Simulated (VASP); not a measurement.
Energy against volume of ZrO$_{2}$ (fluorite). These are AM05 GGA, VASP's PBE PAW potentials (set 64) (plane waves; VASP) values and carry that method's errors.

```
V (Å³/atom)  E (eV/atom)
-----------  -----------
10.195          -9.70253
10.520          -9.72901
10.846          -9.73758
11.171          -9.73082
11.497          -9.71095
```

Problem. Fit a third-order Birch-Murnaghan equation of state.

Solution. 
| Quantity | Value |
|---|---|
| volume per atom | 10.86 Å³/atom |
| bulk modulus | 250 GPa |
| pressure derivative of the bulk modulus | 4.19 |
| lattice constant a | 506.9 pm |

Measured: a 5.090 Å at 0 K (computed value off by -0.4 %), as given by Xinyuan Zhao et al., Physical review. B, Condensed matter (2002), arXiv:cond-mat/0108491 [extrapolated to 0 K from high-temperature diffraction of the cubic phase (5.27 Å at 2410 °C), as arXiv:1708.09424 says of the same reference; zero-point expansion not removed].

The compound is ZrO2 in the fluorite structure, the high-temperature cubic form, which is unstable at 0 K; the monoclinic form is the stable one. It was relaxed first.
